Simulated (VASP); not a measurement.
OSZICAR of a VASP run on Ga$_{32}$OP$_{31}$:

OSZICAR:
```
       N       E                     dE             d eps       ncg     rms          rms(c)
DAV:   1    -0.339690665686E+03   -0.33969E+03   -0.17035E+01   324   0.108E+01    0.104E+01
DAV:   2    -0.339818877331E+03   -0.12821E+00   -0.64824E-01   358   0.136E+00    0.699E+00
DAV:   3    -0.339781435274E+03    0.37442E-01   -0.30570E-02   374   0.429E-01    0.407E+00
DAV:   4    -0.339768899940E+03    0.12535E-01   -0.25839E-02   358   0.271E-01    0.227E+00
DAV:   5    -0.339763419117E+03    0.54808E-02   -0.27543E-03   376   0.131E-01    0.126E+00
DAV:   6    -0.339761838516E+03    0.15806E-02   -0.30245E-03   360   0.101E-01    0.676E-01
DAV:   7    -0.339761193587E+03    0.64493E-03   -0.22387E-04   360   0.440E-02    0.372E-01
DAV:   8    -0.339760992069E+03    0.20152E-03   -0.28237E-04   392   0.346E-02    0.196E-01
DAV:   9    -0.339760931379E+03    0.60689E-04   -0.65608E-05   288   0.156E-02    0.105E-01
DAV:  10    -0.339760909798E+03    0.21581E-04   -0.26893E-05   248   0.128E-02    0.527E-02
DAV:  11    -0.339760906912E+03    0.28866E-05   -0.13681E-05   230   0.692E-03
   1 F= -.33976091E+03 E0= -.33976091E+03  d E =-.139525E-16
```

**Question.** Which electronic solver shows in the log?

**Answer.** It is blocked Davidson (ALGO = Normal, or the opening steps of other solvers). The INCAR had ALGO = Normal.

**Question.** Can the final energy be trusted as converged?

**Answer.** The run converged. It stopped with EDIFF = 1E-5, NELM = 50 (HSE06 screened hybrid, plane waves, VASP's PBE PAW potentials (set 64)).  The cell is charged, with a uniform compensating background. The supercell is sampled at Γ alone, which is coarse: total energies, pressure and levels can be off, energies of defects by several tenths of an eV.

The cell is a supercell with a defect, built from GaP (zinc blende): O_P, charge -1. The cell's shape comes from a PBE relaxation. The run is not spin-polarised, so no state with unpaired spins was tried.
